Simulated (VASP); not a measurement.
Crystal: Mn4SiNi4Ge3.

```
Mn Ge Si Ni
1.0
     0.00000   -3.62099    0.00000
    -6.07463    0.00000    0.00000
     0.00000    0.00000   -7.01449
Mn Ge Si Ni
4 3 1 4
Direct
  0.25000 0.52909 0.67179
  0.75000 0.97091 0.17179
  0.25000 0.02909 0.82821
  0.75000 0.47091 0.32821
  0.75000 0.73738 0.87124
  0.75000 0.23738 0.62876
  0.25000 0.26262 0.12876
  0.25000 0.76262 0.37124
  0.75000 0.35843 0.93985
  0.75000 0.85843 0.56015
  0.25000 0.14157 0.43985
  0.25000 0.64157 0.06015
```

The cell comes from a database or a generator and needn't be the stable form of this composition.

```yaml
Program: VASP 6.6.1
Task: relaxation of cell and atoms
Functional: PBE
Potentials_or_basis: VASP PAW PBE potentials, release 64 (Mn_pv, Ge_d, Si, Ni)
Cutoff: 600 eV
k_mesh: 3 × 2 × 2
Occupations: gaussian, width 0.02 eV
Spin: collinear spin, ferromagnetic start
Starting_moments: "[4.0, 4.0, 4.0, 4.0, 0.0, 0.0, 0.0, 0.0, 1.0, 1.0, 1.0, 1.0] μB"
```

At the start: pressure 0.0 GPa; volume 12.86 Å³/atom.

Q: How do energy, volume and symmetry change on relaxing?

A: Over 30 steps the energy falls by 13.6 meV/atom and the volume is 12.78 Å³/atom (-0.6 %); space group Pm (No. 6, to 0.05 Å); moment 11.83 μB per cell.

Step by step:
| step | energy change (eV) | largest force (eV/Å) | pressure (GPa) | volume (Å³) |
| --- | --- | --- | --- | --- |
| 1 | 0.0000 | 0.7438 | 0.04 | 154.29 |
| 2 | -0.0859 | 0.3430 | -0.35 | 154.35 |
| 3 | -0.1085 | 0.3609 | -0.47 | 154.40 |
| 4 | -0.1263 | 0.1693 | 0.25 | 153.43 |
| 5 | -0.1265 | 0.1696 | 0.33 | 153.33 |
| 6 | -0.1349 | 0.1193 | -0.06 | 153.68 |
| 7 | -0.1372 | 0.1615 | -0.40 | 153.96 |
| 8 | -0.1442 | 0.1223 | 0.11 | 153.36 |
| 9 | -0.1454 | 0.1452 | 0.52 | 152.90 |
| 10 | -0.1488 | 0.1385 | 0.08 | 153.24 |
| 11 | -0.1495 | 0.1516 | -0.21 | 153.47 |
| 12 | -0.1543 | 0.1150 | -0.26 | 153.41 |
| 13 | -0.1546 | 0.1174 | -0.26 | 153.40 |
| 14 | -0.1581 | 0.0808 | 0.21 | 152.92 |
| 15 | -0.1584 | 0.0820 | 0.40 | 152.72 |
| 16 | -0.1604 | 0.0538 | -0.03 | 153.20 |
| 17 | -0.1604 | 0.0583 | -0.14 | 153.30 |
| 18 | -0.1610 | 0.0419 | 0.02 | 153.17 |
| 19 | -0.1611 | 0.0472 | 0.05 | 153.14 |
| 20 | -0.1615 | 0.0310 | 0.07 | 153.20 |
| 21 | -0.1615 | 0.0673 | 0.01 | 153.37 |
| 22 | -0.1617 | 0.0383 | 0.03 | 153.28 |
| 23 | -0.1621 | 0.0391 | 0.02 | 153.35 |
| 24 | -0.1623 | 0.0380 | -0.07 | 153.45 |
| 25 | -0.1625 | 0.0236 | -0.01 | 153.36 |
| 26 | -0.1625 | 0.0301 | 0.12 | 153.23 |
| 27 | -0.1626 | 0.0225 | 0.11 | 153.26 |
| 28 | -0.1627 | 0.0225 | 0.02 | 153.35 |
| 29 | -0.1627 | 0.0228 | -0.03 | 153.40 |
| 30 | -0.1628 | 0.0138 | -0.03 | 153.38 |

Final structure:
```yaml
crystal:
  lattice:
    - [0.00000, -3.69407, 0.00000]
    - [-5.87006, 0.00000, 0.01376]
    - [0.01627, 0.00000, -7.07332]
  atoms:
    - { symbol: Mn, position: [0.25000, 0.53729, 0.67675] }
    - { symbol: Mn, position: [0.75000, 0.96044, 0.18813] }
    - { symbol: Mn, position: [0.25000, 0.03411, 0.81519] }
    - { symbol: Mn, position: [0.75000, 0.47551, 0.31956] }
    - { symbol: Ge, position: [0.75000, 0.75127, 0.87545] }
    - { symbol: Ge, position: [0.75000, 0.25082, 0.62205] }
    - { symbol: Ge, position: [0.25000, 0.24860, 0.12476] }
    - { symbol: Si, position: [0.25000, 0.75184, 0.37745] }
    - { symbol: Ni, position: [0.75000, 0.35640, 0.94035] }
    - { symbol: Ni, position: [0.75000, 0.85059, 0.55338] }
    - { symbol: Ni, position: [0.25000, 0.13576, 0.43900] }
    - { symbol: Ni, position: [0.25000, 0.64736, 0.06794] }
```

Caveat: the k mesh is coarse (spacing up to 0.58 Å⁻¹), so the values aren't converged.
